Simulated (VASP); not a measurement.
The system is COH2, in a box.

```
CELL_PARAMETERS angstrom
12.49477 0.00000 0.00000
0.00000 12.99477 0.00000
0.00000 0.00000 13.49477
ATOMIC_POSITIONS crystal
C 0.50002 0.50379 0.50001
O 0.52808 0.41553 0.51412
H 0.55096 0.57071 0.52190
H 0.42174 0.52280 0.46439
```

Base run:

- Program: VASP 6.6.1
- Functional: RPBE
- Dispersion: D3(BJ)
- Potentials or basis: VASP PAW PBE potentials, release 64 (C, O, H)
- Cutoff: 400 eV
- k mesh: 1 × 1 × 1
- Occupations: gaussian, width 0.01 eV
- Spin: no spin polarisation

Its results: gap between the frontier levels 3.58 eV; largest force 0.375 eV/Å.

**Question.** After a change of settings the same cell gave: gap between the frontier levels 5.60 eV; largest force 1.047 eV/Å. Which change was it?
A. functional from RPBE to HSE06; further incar settings from ALGO = Normal; EDIFF = 1e-07; NBANDS = 14; ISYM = 0 to ALGO = Damped; EDIFF = 1e-07; NBANDS = 14; ISYM = 0
B. functional from RPBE to PBEsol; dispersion from D3(BJ) to none
C. functional from RPBE to optB86b-vdW; dispersion from D3(BJ) to none
D. functional from RPBE to PBE; cutoff from 400 eV to 520 eV

**Answer.** A.

Caveats: the standard files for N, O and F lose accuracy on very short bonds; the PAW data sets were made with another functional, which shifts forces and pressure a little.

Not every run made on this cell is shown here.
